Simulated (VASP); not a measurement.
# GeH₂BrCl: harmonic vibrations of a molecule

GeH₂BrCl, molecule in box, 5 atoms in the cell. PBE, harmonic vibrations; PAW potentials Cl, Ge_d, Br, H (PBE set).

## Input

INCAR.step1:
```
SYSTEM = GeH2BrCl
PREC = Accurate ; ENCUT = 350
EDIFF = 1E-8 ; ISMEAR = 0
SIGMA = 0.01 ; ISYM = 0
LREAL = .False. ; LASPH = .True.
NELM = 100 ; ALGO = Normal
LWAVE = .False. ; LCHARG = .False.
IBRION = 2 ; NSW = 60
ISIF = 2 ; EDIFFG = -0.002
POTIM = 0.5
```

INCAR.step2, as INCAR.step1 but for:
```
- IBRION = 2
- NSW = 60
- ISIF = 2
- EDIFFG = -0.002
- POTIM = 0.5
+ IBRION = 5
+ NFREE = 2
+ POTIM = 0.015
+ NSW = 1
```

KPOINTS:
```
k-points
0
Gamma
  1 1 1
```

POSCAR.step1:
```
GeH2BrCl
1.0
   13.0000000000      0.0000000000      0.0000000000
    0.0000000000     12.0000000000      0.0000000000
    0.0000000000      0.0000000000     12.0000000000
Cl Ge Br H
1 1 1 2
Direct
    0.3719153800      0.5205916700      0.5921916700
    0.5049769200      0.4885750000      0.4920166700
    0.6300846200      0.4117000000      0.6026833300
    0.4752769200      0.4033166700      0.4029833300
    0.5444692300      0.6001833300      0.4479333300
```

Commands (each step's output is kept before the next begins):
```
cat potpaw_PBE.64/Cl/POTCAR potpaw_PBE.64/Ge_d/POTCAR potpaw_PBE.64/Br/POTCAR potpaw_PBE.64/H/POTCAR > POTCAR
cp INCAR.step1 INCAR
cp POSCAR.step1 POSCAR
mpirun -np 4 vasp_gam > vasp.out
cp CONTCAR POSCAR
cp INCAR.step2 INCAR
mpirun -np 4 vasp_gam > vasp.out
```

## Result

- Vibrations (cm⁻¹; a negative value is imaginary): 2120, 2095, 818, 733, 615, 480, 400, 292, 117
- Zero-point energy (eV): 0.475
- Translations and rotations, which should read zero (cm⁻¹): -8, -4, -1, 0, 4, 6
- Vibrational entropy at 298 K (meV/K): 0.311
- Displaced cells: 30
- Ionic steps, all stages: 51
- Electronic steps, all stages: 864

VASP 6.6.1 took 1154 s on 4 cores (AMD EPYC 7R13 (Zen 3)), a shared host.
